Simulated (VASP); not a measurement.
**ZnS: transverse stress against strain**

ZnS (wurtzite, P6_3mc, 19.215 Å³/atom and stress up to 0.29 GPa in the relaxed cell, c along z) under an equal strain ε along x and y, with z held. PBEsol in VASP (plane waves, PAW), 480 eV, 12×12×6 Γ-centred mesh, Gaussian smearing 0.05 eV; ions are relaxed, or left where forces stay under 0.02 eV/Å, within the symmetry of each cell. Stress is positive for a compressed cell.

Here s stands for strain and y for stress zz.

| strain (%) | stress zz (GPa) |
|---|---|
| -3.00 | ? |
| -1.50 | 1.90 |
| -1.00 | 1.35 |
| -0.50 | 0.83 |
| 0.00 | 0.29 |
| 0.50 | -0.12 |
| 1.00 | -0.56 |
| 1.50 | -0.97 |

The 7 complete rows are fitted with a straight line, y against s. Means: s 0, y 0.389. About the means, the sum of products is -6.6900 and the sum of squares of s is 7.0000; the slope is their ratio. Least squares gives y = 0.389 - 0.9557·s. Residuals (row less fit): 0.077, 0.005, -0.037, -0.099, -0.031, 0.007, 0.075; standard error 0.069 (degrees of freedom: 5). The slope gives the elastic constant 2C13 = 96 ± 3 GPa (± standard error of the fit, which holds the terms cut off).

Q: Estimate the missing y (s = -3.00); what did the run itself give?

A: y = 0.389 - 0.9557 × (-3.0) = 3.256 GPa. The calculation gives 3.79 GPa, 0.534 GPa above the prediction (11.2 % of the range of y in the table). The row lies outside the fitted rows, so this is an extrapolation. From the scatter of the fitted rows alone, a prediction at this place has a standard error of 0.107 GPa, so the miss is 5.0 times that.

A polynomial of degree 2 through the 12 other runs of the series gives 3.75 there, so most of the miss is curvature that the fit leaves out. ZnS is here the high-temperature form. Rows are the converged runs of the series near zero and its far end, less any whose ions stayed unrelaxed beside relaxed ones; series whose fitted rows scatter by over a few per cent of the range, as at a crossing or softening among them, aren't shown in this form. Most that stay on the fit to the last digits aren't either.
